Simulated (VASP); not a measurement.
HfB$_{2}$ (AlB2 type) is relaxed at rising pressure, each step from the one before. Symmetry mostly holds the structure type, and other phases were not tried. The mesh follows the cell, and a change of mesh leaves a small step in the series.

Data:

Space group P6/mmm (No. 191); a = 3.1429 Å, b = 3.1429 Å, c = 3.4861 Å, α = 90.00°, β = 90.00°, γ = 120.00°

```csv
atom,site,symmetry,x,y,z
Hf,1a,6/mmm,0.0000,0.0000,0.0000
B,2d,-6m2,0.3333,0.6667,0.5000
```

These are PBE GGA, VASP's PBE PAW potentials (set 64) (plane waves; VASP 6.6.1) values and carry that method's errors. Numerical set-up: 620 eV cut-off, 11×11×9 Γ-centred mesh, first-order Methfessel-Paxton smearing of 0.10 eV, potentials Hf_pv B.

Unless said otherwise, spin-orbit coupling is left out, though it shifts the bands of the heavy elements here.

```tsv
P (GPa)	V (Å³/atom)	H − H(0) (eV/atom)	space group	gap on the mesh (eV)	k-mesh
0	9.94	0.000	P6/mmm	0.00	11×11×9
5	(withheld)	(withheld)	P6/mmm	0.00	11×11×9
10	9.58	0.609	P6/mmm	0.00	11×11×9
20	(withheld)	(withheld)	P6/mmm	0.00	11×11×9
30	9.01	1.769	P6/mmm	0.00	12×12×9
45	8.67	2.597	P6/mmm	0.00	12×12×9
```

Task: What belongs in the gaps?

Result: 
- 20, V (Å³/atom): 9.28
- 20, H − H(0) (eV/atom): 1.198
- 5, V (Å³/atom): 9.75
- 5, H − H(0) (eV/atom): 0.307

Pressures at which the relaxation failed are left out.

The compound is HfB2 in the AlB2 type structure.
